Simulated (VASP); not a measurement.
Here is the system:

```
Sr
1.0
    0.00000     3.00174     3.00174
    3.00174     0.00000     3.00174
    3.00174     3.00174     0.00000
Sr
1
Direct
  0.00000   0.00000   0.00000
```

These are vdW-DF2, VASP's PBE PAW potentials (set 64) (plane waves; VASP) values and carry that method's errors. Run with 520 eV cut-off, Gaussian smearing of 0.050 eV, potentials Sr_sv.

Task: Give the energies of bands 5 to 8 at the high-symmetry points, in eV from the Fermi level.

Result: 
| band | Γ | X | U | L | W |
|---|---|---|---|---|---|
| 5 | -3.71 | -0.75 | -0.18 | -1.21 | -0.01 |
| 6 | 2.17 | 0.22 | 0.16 | 0.15 | 0.61 |
| 7 | 2.17 | 1.16 | 0.87 | 2.02 | 0.61 |
| 8 | 2.17 | 4.63 | 3.28 | 2.02 | 2.12 |

It has no gap at this level: it comes out as a metal or semimetal.

The compound is Sr in the fcc structure. It was relaxed first.
